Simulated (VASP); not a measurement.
Input:

```
ZrN
1.0
    0.00000     2.25132     2.25132
    2.25132     0.00000     2.25132
    2.25132     2.25132     0.00000
Zr N
1 1
Direct
  0.00000   0.00000   0.00000
  0.50000   0.50000   0.50000
```

These are optB88-vdW, VASP's PBE PAW potentials (set 64) (plane waves; VASP 6.6.1) values and carry that method's errors. Run with 520 eV cut-off, 14×14×14 Γ-centred mesh, first-order Methfessel-Paxton smearing of 0.10 eV, potentials Zr_sv N.

Question: Predict the energy per atom (σ→0), pressure, band gap (on the k-mesh) with the smallest direct gap where there is one.

Answer: 
The band gap (on the k-mesh) is none (metal, semimetal or under 0.01 eV) and the energy per atom (σ→0) is -8.213 eV/atom. The pressure is 17.98 GPa.

The compound is ZrN in the rock salt structure. This cell is one point of a volume scan, at 0.94 of the reference volume. The electron count is odd and the run is not spin-polarised, which forces a metal.
